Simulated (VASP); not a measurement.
Data:

```
SnSe2
1.0
    1.90977    -3.30783     0.00000
    1.90977     3.30783     0.00000
    0.00000     0.00000     6.25656
Sn Se
1 2
Direct
  0.00000   0.00000   0.00000
  0.33333   0.66667   0.25327
  0.66667   0.33333   0.74673
```

All values below come from PBEsol GGA, VASP's PBE PAW potentials (set 64) (plane waves; VASP). Settings: 480 eV cut-off, 6×6×4 Γ-centred mesh, Gaussian smearing of 0.050 eV, potentials Sn_d Se.

Energy and stress use the plane-wave basis of the starting cell. Without a dispersion term in the relaxation, distances and binding between the weakly bound layers, chains or molecules are unreliable, and so is what depends on them.

Q: The ions, cell shape and volume at an external pressure of 20.0 GPa are relaxed. Predict the relaxed structure.

A: 
```
SnSe2
1.0
    1.81196    -3.13840     0.00000
    1.81196     3.13840     0.00000
    0.00000     0.00000     5.20991
Sn Se
1 2
Direct
  0.00000   0.00000   0.00000
  0.33333   0.66667   0.30266
  0.66667   0.33333   0.69734
```
Space group P-3m1 (164), at a tolerance of 0.03 Å.

Q: How do energy and volume change from the first to the last step?

A: The energy (σ→0) changes by +254.4 meV/atom and the volume by -25.0 %, in 20 ionic steps.

| step | E(σ→0) (eV) | max force (eV/Å) | pressure (GPa) | volume (Å³) |
|---|---|---|---|---|
| 1 | -12.9697 | 0.029 | -0.01 | 79.05 |
| 2 | -5.9870 | 9.910 | 112.82 | 47.06 |
| 3 | -12.3939 | 2.013 | 17.28 | 66.43 |
| 4 | -12.2958 | 2.206 | 19.16 | 65.56 |
| 5 | -12.2484 | 2.295 | 20.04 | 65.17 |
| 6 | -12.2515 | 1.430 | 20.32 | 62.30 |
| 7 | -11.8008 | 0.154 | 24.43 | 57.13 |
| 8 | -11.9724 | 0.280 | 22.85 | 58.36 |
| 9 | -12.3822 | 0.301 | 14.82 | 61.18 |
| 10 | -12.3056 | 0.181 | 16.49 | 60.52 |
| 11 | -12.2544 | 0.015 | 18.83 | 59.69 |
| 12 | -12.2142 | 0.050 | 19.91 | 59.32 |
| 13 | -12.2045 | 0.063 | 20.15 | 59.24 |
| 14 | -12.2010 | 0.068 | 20.23 | 59.21 |
| 15 | -12.2145 | 0.027 | 19.88 | 59.32 |
| 16 | -12.2138 | 0.029 | 19.90 | 59.31 |
| 17 | -12.2070 | 0.016 | 19.99 | 59.26 |
| 18 | -12.2026 | 0.007 | 20.06 | 59.22 |
| 19 | -12.2021 | 0.006 | 20.06 | 59.22 |
| 20 | -12.2065 | 0.007 | 19.94 | 59.25 |

The compound is SnSe2 in the 1T layered structure. This run relaxes it under an external pressure of 20 GPa. Symmetry was kept, so distortions that lower it aren't found. The k-mesh is coarse (spacing up to 0.33 per Å, 2π included), so the numbers may not be converged in it.
